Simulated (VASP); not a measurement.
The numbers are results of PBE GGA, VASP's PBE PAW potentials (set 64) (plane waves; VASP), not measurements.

Input for VASP

KPOINTS:
```
Automatic mesh
0
Gamma
9 9 3
0 0 0
```

POSCAR:
```
C
1
    1.2337668356    -2.1369463465     0.0000000000
    1.2337668356     2.1369463465     0.0000000000
    0.0000000000    -0.0000000000     7.5868177991
C
4
Direct
  1.0000000000   0.0000000000   0.2500000000
  0.0000000000   0.0000000000   0.7500000000
  0.3333330000   0.6666670000   0.2500000000
  0.6666670000   0.3333330000   0.7500000000
```

### INCAR
```
ALGO = Normal
EDIFF = 1E-6
EDIFFG = -0.02
ENCUT = 520
GGA = PE
IBRION = 2
ISIF = 3
ISMEAR = 0
LASPH = .TRUE.
LCHARG = .FALSE.
LREAL = .FALSE.
LWAVE = .FALSE.
NELM = 100
NSW = 60
PREC = Accurate
SIGMA = 0.05
SYSTEM = C
```

POTCAR, in this order: C (PBE.64 set). Program: vasp_std.

The run wrote:

**OSZICAR**
```
       N       E                     dE             d eps       ncg     rms          rms(c)
DAV:   1     0.589822072088E+02    0.58982E+02   -0.83023E+03   576   0.122E+03
DAV:   2    -0.347101809666E+02   -0.93692E+02   -0.86382E+02   840   0.231E+02
DAV:   3    -0.392343827097E+02   -0.45242E+01   -0.44866E+01   688   0.532E+01
DAV:   4    -0.392996460264E+02   -0.65263E-01   -0.65193E-01   740   0.729E+00
DAV:   5    -0.393009971205E+02   -0.13511E-02   -0.13500E-02   732   0.106E+00    0.890E+00
DAV:   6    -0.374687991093E+02    0.18322E+01   -0.17922E+00   668   0.922E+00    0.521E+00
DAV:   7    -0.368621465420E+02    0.60665E+00   -0.20994E+00   656   0.100E+01    0.141E+00
DAV:   8    -0.368729951821E+02   -0.10849E-01   -0.70729E-02   648   0.183E+00    0.125E-01
DAV:   9    -0.368729155071E+02    0.79675E-04   -0.13909E-03   736   0.305E-01    0.718E-02
DAV:  10    -0.368732461034E+02   -0.33060E-03   -0.44500E-04   684   0.172E-01    0.323E-02
DAV:  11    -0.368732492685E+02   -0.31651E-05   -0.80240E-06   748   0.241E-02    0.396E-03
DAV:  12    -0.368732510057E+02   -0.17372E-05   -0.12044E-06   648   0.998E-03    0.385E-03
DAV:  13    -0.368732509661E+02    0.39668E-07   -0.22936E-07   508   0.458E-03
   1 F= -.36873251E+02 E0= -.36872556E+02  d E =-.368733E+02
       N       E                     dE             d eps       ncg     rms          rms(c)
DAV:   1    -0.368735659868E+02   -0.31498E-03   -0.81666E-03   652   0.810E-01    0.736E-02
DAV:   2    -0.368733993016E+02    0.16669E-03   -0.23676E-04   668   0.118E-01    0.395E-02
DAV:   3    -0.368733352363E+02    0.64065E-04   -0.19336E-04   684   0.955E-02    0.682E-03
DAV:   4    -0.368733353148E+02   -0.78458E-07   -0.35034E-06   624   0.150E-02
   2 F= -.36873335E+02 E0= -.36872640E+02  d E =-.843487E-04
       N       E                     dE             d eps       ncg     rms          rms(c)
DAV:   1    -0.368733576128E+02   -0.22376E-04   -0.47857E-04   672   0.195E-01    0.175E-02
DAV:   2    -0.368733482986E+02    0.93141E-05   -0.13797E-05   660   0.286E-02    0.935E-03
DAV:   3    -0.368733451178E+02    0.31808E-05   -0.10987E-05   688   0.228E-02    0.166E-03
DAV:   4    -0.368733451582E+02   -0.40363E-07   -0.18559E-07   396   0.359E-03
   3 F= -.36873345E+02 E0= -.36872650E+02  d E =-.941921E-04
       N       E                     dE             d eps       ncg     rms          rms(c)
DAV:   1    -0.368735686687E+02   -0.22355E-03   -0.43165E-03   612   0.540E-01    0.433E-02
DAV:   2    -0.368734830149E+02    0.85654E-04   -0.11096E-04   624   0.820E-02    0.235E-02
DAV:   3    -0.368734456877E+02    0.37327E-04   -0.11832E-04   688   0.744E-02    0.670E-03
DAV:   4    -0.368734458423E+02   -0.15460E-06   -0.23988E-06   576   0.127E-02
   4 F= -.36873446E+02 E0= -.36872751E+02  d E =-.100684E-03
       N       E                     dE             d eps       ncg     rms          rms(c)
DAV:   1    -0.368748197050E+02   -0.13740E-02   -0.38662E-02   592   0.162E+00    0.128E-01
DAV:   2    -0.368740650644E+02    0.75464E-03   -0.97848E-04   608   0.244E-01    0.697E-02
DAV:   3    -0.368737344316E+02    0.33063E-03   -0.10481E-03   676   0.221E-01    0.199E-02
DAV:   4    -0.368737358293E+02   -0.13977E-05   -0.21417E-05   636   0.376E-02    0.197E-02
DAV:   5    -0.368737367462E+02   -0.91697E-06   -0.11433E-06   488   0.108E-02
   5 F= -.36873737E+02 E0= -.36873042E+02  d E =-.391588E-03
       N       E                     dE             d eps       ncg     rms          rms(c)
DAV:   1    -0.368788359330E+02   -0.51001E-02   -0.15636E-01   592   0.324E+00    0.269E-01
DAV:   2    -0.368756392252E+02    0.31967E-02   -0.40989E-03   588   0.498E-01    0.146E-01
DAV:   3    -0.368742602238E+02    0.13790E-02   -0.44239E-03   668   0.455E-01    0.402E-02
DAV:   4    -0.368742655628E+02   -0.53390E-05   -0.90554E-05   636   0.767E-02    0.389E-02
DAV:   5    -0.368742649564E+02    0.60636E-06   -0.67821E-06   672   0.257E-02
   6 F= -.36874265E+02 E0= -.36873570E+02  d E =-.919798E-03
```

OUTCAR:
```
------------------------ aborting loop because EDIFF is reached ----------------------------------------
  FORCE on cell =-STRESS in cart. coord.  units (eV):
  Direction    XX          YY          ZZ          XY          YZ          ZX
  --------------------------------------------------------------------------------------
  Total       -0.0763758     -0.0763758      0.0301397      0.0000000     -0.0000000      0.0000000
  in kB       -3.0253821     -3.0253807      1.1938894      0.0000000     -0.0000000      0.0000000
  external PRESSURE =      -1.6189578 kB  Pullay stress =       0.0000000 kB
  volume of cell :       40.45
      direct lattice vectors                 reciprocal lattice vectors
     1.234370032 -2.137991112 -0.000000000     0.405064921 -0.233864396 -0.000000000
     1.234370032  2.137991112  0.000000000     0.405064921  0.233864396 -0.000000000
     0.000000000 -0.000000000  7.663105686    -0.000000000 -0.000000000  0.130495395
 POSITION                                       TOTAL-FORCE (eV/Angst)
 -----------------------------------------------------------------------------------
      1.23437     -2.13799      1.91578         0.000000     -0.000000      0.000000
      1.23437     -2.13799      5.74733         0.000000      0.000000     -0.000000
      1.23437      0.71267      1.91578         0.000000      0.000000     -0.000000
      1.23437     -0.71267      5.74733        -0.000000     -0.000000      0.000000
 -----------------------------------------------------------------------------------
    total drift:                                0.000000     -0.000000      0.000000
  FREE ENERGIE OF THE ION-ELECTRON SYSTEM (eV)
  ---------------------------------------------------
  free  energy   TOTEN  =       -36.8742649564 eV

  energy  without entropy=      -36.8728742864  energy(sigma->0) =      -36.87356962

 reached required accuracy - stopping structural energy minimisation
```
(Selected blocks of OUTCAR.)

CONTCAR:
```
C
   1.00000000000000
     1.2343700318169146   -2.1379911122687973   -0.0000000000000000
     1.2343700318169146    2.1379911122687973    0.0000000000000000
     0.0000000000000000   -0.0000000000000000    7.6631056862556957
  C
     4
Direct
     1.0000000000000000    0.0000000000000000    0.2500000000000000
     1.0000000000000000    0.0000000000000000    0.7500000000000000
     0.3333330000000032    0.6666669999999968    0.2500000000000000
     0.6666669999999968    0.3333330000000032    0.7500000000000000
```

Without a dispersion term in the relaxation, distances and binding between the weakly bound layers, chains or molecules are unreliable, and so is what depends on them.

The compound is C in the graphite structure. This run relaxes it. Symmetry was kept, so distortions that lower it aren't found. The k-mesh is coarse (spacing up to 0.33 per Å, 2π included), so the numbers may not be converged in it. The start is the result of an earlier pass.
